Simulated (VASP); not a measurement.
Consider the following.

```
FeSi
1.0
    4.34514     0.00000     0.00000
    0.00000     4.34514     0.00000
    0.00000     0.00000     4.34514
Fe Si
4 4
Cartesian
  3.74571   2.77200   1.57314
  1.57314   3.74571   2.77200
  0.59943   0.59943   0.59943
  2.77200   1.57314   3.74571
  0.68978   1.48279   2.86235
  2.86235   0.68978   1.48279
  3.65536   3.65536   3.65536
  1.48279   2.86235   0.68978
```

Calculation: LDA (Ceperley-Alder, Perdew-Zunger), VASP's LDA PAW potentials (set 64) (plane waves; VASP). Numerical set-up: 500 eV cut-off, 5×5×5 Γ-centred mesh, Gaussian smearing of 0.050 eV, potentials Fe Si.

Question: The ions, cell shape and volume at an external pressure of 10.0 GPa are relaxed. Predict the relaxed structure.

Answer: 
```
FeSi
1.0
    4.32008     0.00000     0.00000
    0.00000     4.32008     0.00000
    0.00000     0.00000     4.32008
Fe Si
4 4
Direct
  0.86136   0.63864   0.36136
  0.36136   0.86136   0.63864
  0.13864   0.13864   0.13864
  0.63864   0.36136   0.86136
  0.15844   0.34156   0.65844
  0.65844   0.15844   0.34156
  0.84156   0.84156   0.84156
  0.34156   0.65844   0.15844
```
Space group P2_13 (198), at a tolerance of 0.03 Å.

Question: How do energy and volume change from the first to the last step?

Answer: The energy (σ→0) changes by +8.3 meV/atom and the volume by -1.7 %, in 6 ionic steps.

The compound is FeSi in the B20 structure. This run relaxes it under an external pressure of 10 GPa. Symmetry was kept, so distortions that lower it aren't found. The run is not spin-polarised, so no magnetic state was tried.
